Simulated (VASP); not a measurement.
```yaml
crystal:
  lattice:
    - [0.00000, 2.78501, 2.78501]
    - [2.78501, 0.00000, 2.78501]
    - [2.78501, 2.78501, 0.00000]
  atoms:
    - { symbol: Ga, position: [0.00000, 0.00000, 0.00000] }
    - { symbol: As, position: [0.25000, 0.25000, 0.25000] }
```

Method: HSEsol screened hybrid, VASP's PBE PAW potentials (set 64) (plane waves; VASP). Numerical set-up: 520 eV cut-off, 6×6×6 Γ-centred mesh, Gaussian smearing of 0.050 eV, potentials Ga_d As.

Problem. What does the run give for the energy per atom (σ→0), pressure, band gap (on the k-mesh) with the smallest direct gap where there is one?

Solution. 
band gap (on the k-mesh): 1.72 eV
smallest direct gap (on the k-mesh): 1.72 eV
energy per atom (σ→0): -5.211 eV/atom
pressure: 2.47 GPa

Total energies compare only between runs with the same potentials, cut-off and functional.

The compound is GaAs in the zinc blende structure. This cell is one point of a volume scan, at 0.91 of the reference volume. The cell's shape comes from a PBE relaxation.
